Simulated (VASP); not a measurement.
Given:

```xyz
2
Lattice="0.0000 3.3269 3.3269 3.3269 0.0000 3.3269 3.3269 3.3269 0.0000" Properties=species:S:1:pos:R:3 pbc="T T T"
Hg     6.6538     6.6538     6.6538
Te     1.6635     1.6635     1.6635
```

Calculation: PBE GGA with spin-orbit coupling, VASP's PBE PAW potentials (set 64) (plane waves; VASP). Run with 400 eV cut-off, 9×9×9 Γ-centred mesh, Gaussian smearing of 0.050 eV, potentials Hg Te.

Problem. Give the energies of bands 12 to 25 at the high-symmetry points, in eV from the Fermi level.

Solution. 
| band | Γ | X | U | L | W |
|---|---|---|---|---|---|
| 12 | -6.17 | -5.77 | -5.71 | -5.85 | -5.64 |
| 13 | -1.17 | -5.16 | -5.30 | -5.20 | -5.33 |
| 14 | -1.17 | -5.16 | -5.09 | -5.20 | -5.16 |
| 15 | -0.74 | -2.31 | -2.81 | -1.34 | -2.69 |
| 16 | -0.74 | -2.31 | -2.72 | -1.34 | -2.48 |
| 17 | 0.00 | -2.10 | -1.85 | -0.83 | -2.40 |
| 18 | 0.00 | -2.10 | -1.85 | -0.83 | -2.35 |
| 19 | 0.00 | 1.67 | 1.87 | 0.43 | 2.43 |
| 20 | 0.00 | 1.67 | 2.07 | 0.43 | 2.85 |
| 21 | 3.36 | 2.44 | 3.74 | 4.58 | 4.39 |
| 22 | 3.36 | 2.44 | 3.79 | 4.58 | 4.47 |
| 23 | 4.45 | 7.59 | 6.36 | 5.05 | 4.59 |
| 24 | 4.45 | 7.59 | 6.72 | 5.05 | 5.26 |
| 25 | 4.45 | 7.92 | 6.82 | 6.56 | 5.99 |

It has no gap at this level: it comes out as a metal or semimetal.

The compound is HgTe in the zinc blende structure. It was relaxed first, which changed the volume by +9 %.
